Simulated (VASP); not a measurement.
Computed with optB88-vdW, VASP's PBE PAW potentials (set 64) (plane waves; VASP).

A VASP calculation is set up with these files.

### KPOINTS
```
Automatic mesh
0
Gamma
13 13 13
0 0 0
```

### INCAR
```
SYSTEM = CoAl
PREC = Accurate
ENCUT = 520
EDIFF = 1E-7
NELM = 100
ALGO = Normal
LREAL = .FALSE.
LASPH = .TRUE.
ISMEAR = 1
SIGMA = 0.1
GGA = BO
PARAM1 = 0.1833333333
PARAM2 = 0.22
LUSE_VDW = .TRUE.
AGGAC = 0.0
LMAXMIX = 4
LWAVE = .FALSE.
LCHARG = .FALSE.
ISIF = 2
```

POSCAR:
```
CoAl
1
    2.8998217123     0.0000000000     0.0000000000
    0.0000000000     2.8998217123     0.0000000000
    0.0000000000     0.0000000000     2.8998217123
Al Co
1 1
Direct
  0.5000000000   0.5000000000   0.5000000000
  0.0000000000   0.0000000000   0.0000000000
```

POTCAR, in this order: Al Co (PBE.64 set). Program: vasp_std.

The run wrote:

File OUTCAR:
```
 ion  position               nearest neighbor table
   1  0.500  0.500  0.500-   2 2.51   2 2.51   2 2.51   2 2.51   2 2.51   2 2.51   2 2.51   2 2.51
  LATTYP: Found a simple cubic cell.
 ALAT       =     2.8998217123
 Subroutine PRICEL returns:
 Original cell was already a primitive cell.
 Subroutine GETGRP returns: Found 48 space group operations
The static configuration has the point symmetry O_h .
The dynamic configuration has the point symmetry O_h .
 Subroutine INISYM returns: Found 48 space group operations
 Subroutine IBZKPT returns following result:
 Found     84 irreducible k-points:

 Following reciprocal coordinates:
            Coordinates               Weight
  0.000000  0.000000  0.000000      1.000000
  0.076923  0.000000  0.000000      6.000000
  0.153846  0.000000  0.000000      6.000000
  0.230769  0.000000  0.000000      6.000000
  0.307692  0.000000  0.000000      6.000000
  0.384615  0.000000  0.000000      6.000000
  0.461538  0.000000  0.000000      6.000000
  0.076923  0.076923  0.000000     12.000000
  0.153846  0.076923  0.000000     24.000000
  0.230769  0.076923  0.000000     24.000000
  0.307692  0.076923  0.000000     24.000000
  0.384615  0.076923  0.000000     24.000000
  0.461538  0.076923  0.000000     24.000000
  0.153846  0.153846  0.000000     12.000000
  0.230769  0.153846  0.000000     24.000000
  0.307692  0.153846  0.000000     24.000000
  0.384615  0.153846  0.000000     24.000000
  0.461538  0.153846  0.000000     24.000000
  0.230769  0.230769  0.000000     12.000000
  0.307692  0.230769  0.000000     24.000000
  0.384615  0.230769  0.000000     24.000000
  0.461538  0.230769  0.000000     24.000000
  0.307692  0.307692  0.000000     12.000000
  0.384615  0.307692  0.000000     24.000000
  0.461538  0.307692  0.000000     24.000000
  0.384615  0.384615  0.000000     12.000000
  0.461538  0.384615  0.000000     24.000000
  0.461538  0.461538  0.000000     12.000000
  0.076923  0.076923  0.076923      8.000000
  0.153846  0.076923  0.076923     24.000000
  0.230769  0.076923  0.076923     24.000000
  0.307692  0.076923  0.076923     24.000000
  0.384615  0.076923  0.076923     24.000000
  0.461538  0.076923  0.076923     24.000000
  0.153846  0.153846  0.076923     24.000000
  0.230769  0.153846  0.076923     48.000000
  0.307692  0.153846  0.076923     48.000000
  0.384615  0.153846  0.076923     48.000000
  0.461538  0.153846  0.076923     48.000000
  0.230769  0.230769  0.076923     24.000000
   k-points           NKPTS =     84   k-points in BZ     NKDIM =     84   number of bands    NBANDS=     10
   number of dos      NEDOS =    301   number of ions     NIONS =      2
   total plane-waves  NPLWV =  13824
   dimension x,y,z NGX =    24 NGY =   24 NGZ =   24
   dimension x,y,z NGXF=    48 NGYF=   48 NGZF=   48
   ions per type =               1   1
   PREC   = accura    normal or accurate (medium, high low for compatibility)
   ISTART =      0    job   : 0-new  1-cont  2-samecut
   ICHARG =      2    charge: 1-file 2-atom 10-const
   ISPIN  =      1    spin polarized calculation?
   LNONCOLLINEAR =      F non collinear calculations
   LSORBIT =      F    spin-orbit coupling
   INIWAV =      1    electr: 0-lowe 1-rand  2-diag
   ENCUT  =  520.0 eV  38.22 Ry    6.18 a.u.   5.39  5.39  5.39*2*pi/ulx,y,z
   NELM   =    100;   NELMIN=  2; NELMDL= -5     # of ELM steps
   EDIFF  = 0.1E-06   stopping-criterion for ELM
   LREAL  =      F    real-space projection
   NLSPLINE    = F    spline interpolate recip. space projectors
   LMAXMIX     =    4 max onsite mixed and CHGCAR
   VOSKOWN=      0    Vosko Wilk Nusair interpolation
...
```

File OSZICAR:
```
       N       E                     dE             d eps       ncg     rms          rms(c)
DAV:   1     0.400492939550E+02    0.40049E+02   -0.53772E+03  1688   0.124E+03
DAV:   2    -0.780779133152E+01   -0.47857E+02   -0.45475E+02  1688   0.191E+02
DAV:   3    -0.907204953557E+01   -0.12643E+01   -0.12549E+01  2010   0.404E+01
DAV:   4    -0.909596500167E+01   -0.23915E-01   -0.23905E-01  2076   0.488E+00
DAV:   5    -0.909672630928E+01   -0.76131E-03   -0.76129E-03  1952   0.876E-01    0.108E+01
DAV:   6    -0.116313413407E+02   -0.25346E+01   -0.59695E+01  1908   0.113E+02    0.163E+01
DAV:   7    -0.786145777492E+01    0.37699E+01   -0.28172E+01  1858   0.735E+01    0.163E+00
DAV:   8    -0.785991584017E+01    0.15419E-02   -0.18158E-01  1730   0.373E+00    0.102E+00
DAV:   9    -0.785037752725E+01    0.95383E-02   -0.37171E-02  2006   0.291E+00    0.242E-01
DAV:  10    -0.785012876738E+01    0.24876E-03   -0.12197E-03  2320   0.451E-01    0.889E-02
DAV:  11    -0.785013516489E+01   -0.63975E-05   -0.31270E-05  2244   0.669E-02    0.167E-02
DAV:  12    -0.785013416068E+01    0.10042E-05   -0.61258E-06  2344   0.336E-02    0.586E-03
DAV:  13    -0.785013414841E+01    0.12269E-07   -0.31092E-07  1222   0.540E-03
   1 F= -.78501341E+01 E0= -.78503333E+01  d E =0.597335E-03
```

**OUTCAR**
```
------------------------ aborting loop because EDIFF is reached ----------------------------------------
  FORCE on cell =-STRESS in cart. coord.  units (eV):
  Direction    XX          YY          ZZ          XY          YZ          ZX
  --------------------------------------------------------------------------------------
  Total       -1.4097597     -1.4097597     -1.4097597      0.0000000      0.0000000     -0.0000000
  in kB      -92.6278943    -92.6278943    -92.6278943      0.0000000      0.0000000     -0.0000000
  external PRESSURE =     -92.6278943 kB  Pullay stress =       0.0000000 kB
  volume of cell :       24.38
      direct lattice vectors                 reciprocal lattice vectors
     2.899821712  0.000000000  0.000000000     0.344848787  0.000000000  0.000000000
     0.000000000  2.899821712  0.000000000     0.000000000  0.344848787  0.000000000
     0.000000000  0.000000000  2.899821712     0.000000000  0.000000000  0.344848787
 POSITION                                       TOTAL-FORCE (eV/Angst)
 -----------------------------------------------------------------------------------
      1.44991      1.44991      1.44991         0.000000      0.000000      0.000000
      0.00000      0.00000      0.00000         0.000000      0.000000      0.000000
 -----------------------------------------------------------------------------------
    total drift:                                0.000000      0.000000      0.000000
  FREE ENERGIE OF THE ION-ELECTRON SYSTEM (eV)
  ---------------------------------------------------
  free  energy   TOTEN  =        -7.8501341484 eV

  energy  without entropy=       -7.8507314833  energy(sigma->0) =       -7.85033326
```
(Selected blocks of OUTCAR.)

OUTCAR:
```
 val. band max:        9.8063069451   @ k =   0.4615   0.3846   0.0769

 cond. band min:       9.8864176925   @ k =   0.4615   0.3077   0.0000


 Fermi energy:         9.8135970287

 k-point     1 :       0.0000    0.0000    0.0000
  band No.  band energies     occupation
      1      -0.8727      2.00000
      2       7.0953      2.00000
      3       7.0953      2.00000
      4       8.9772      2.00000
      5       8.9772      2.00000
      6       8.9772      2.00000
      7      15.5032      0.00000
      8      15.5032      0.00000
      9      15.5032      0.00000
     10      18.4523      0.00000

 k-point     2 :       0.0769    0.0000    0.0000
  band No.  band energies     occupation
      1      -0.7646      2.00000
      2       7.0835      2.00000
      3       7.1236      2.00000
      4       8.9214      2.00000
      5       8.9214      2.00000
      6       8.9830      2.00000
      7      14.5250      0.00000
      8      15.6538      0.00000
      9      15.6538      0.00000
     10      18.4440      0.00000

 k-point     3 :       0.1538    0.0000    0.0000
  band No.  band energies     occupation
      1      -0.4425      2.00000
      2       7.0101      2.00000
      3       7.2032      2.00000
      4       8.7742      2.00000
      5       8.7742      2.00000
      6       8.9991      2.00000
      7      12.9191      0.00000
      8      16.0863      0.00000
      9      16.0863      0.00000
     10      18.4196      0.00000

 k-point     4 :       0.2308    0.0000    0.0000
  band No.  band energies     occupation
      1       0.0876      2.00000
      2       6.7510      2.00000
      3       7.3186      2.00000
      4       8.5830      2.00000
      5       8.5830      2.00000
      6       9.0219      2.00000
      7      11.5003     -0.00000
      8      16.7569      0.00000
      9      16.7569      0.00000
     10      18.3811      0.00000

 k-point     5 :       0.3077    0.0000    0.0000
...
```

The compound is CoAl in the CsCl type structure. This cell is one point of a volume scan, at 1.06 of the reference volume. The run is not spin-polarised, so no magnetic state was tried.
